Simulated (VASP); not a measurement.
Here is a VASP 6.6.1 calculation.

Contents of INCAR:

```
SYSTEM = B4Te3Cl
ALGO = Fast ; EDIFF = 1E-6
ENCUT = 520 ; GGA = PE
ISIF = 2 ; ISMEAR = 0
LASPH = .TRUE. ; LCHARG = .FALSE.
LREAL = .FALSE. ; LWAVE = .FALSE.
NBANDS = 28 ; NELM = 100
PREC = Accurate ; SIGMA = 0.1
```

The input KPOINTS:

```
k-points
0
G
  6 6 12
  0 0 0
```

POSCAR

```
B4Te3Cl
1.0
    8.9538793844      0.0000000000      0.0000000000
   -4.4769396922      7.7542870093      0.0000000000
    0.0000000000      0.0000000000      3.0941364523
B Te Cl
4 3 1
Direct
    0.3333333333      0.6666666667      0.0000000000
    0.6666666667      0.3333333333      0.0000000000
    0.3333333333      0.6666666667      0.5000000000
    0.6666666667      0.3333333333      0.5000000000
    0.5000000000      0.0000000000      0.0000000000
    0.0000000000      0.5000000000      0.0000000000
    0.5000000000      0.5000000000      0.0000000000
    0.0000000000      0.0000000000      0.0000000000
```

Potentials or basis: VASP PAW PBE potentials, release 64 (B, Te, Cl).

Launch:

```sh
$ cat potpaw_PBE.64/B/POTCAR potpaw_PBE.64/Te/POTCAR potpaw_PBE.64/Cl/POTCAR > POTCAR
$ mpirun -np 1 vasp_std > vasp.out
```

(1) Predict the band gap on the k mesh.

(2) What does it give for the pressure?

Answers

(1) none (metal or under the smearing width).

(2) -0.1 GPa.

Caveat: an odd number of electrons without spin polarisation forces a metal; a magnetic or distorted state may lie lower.
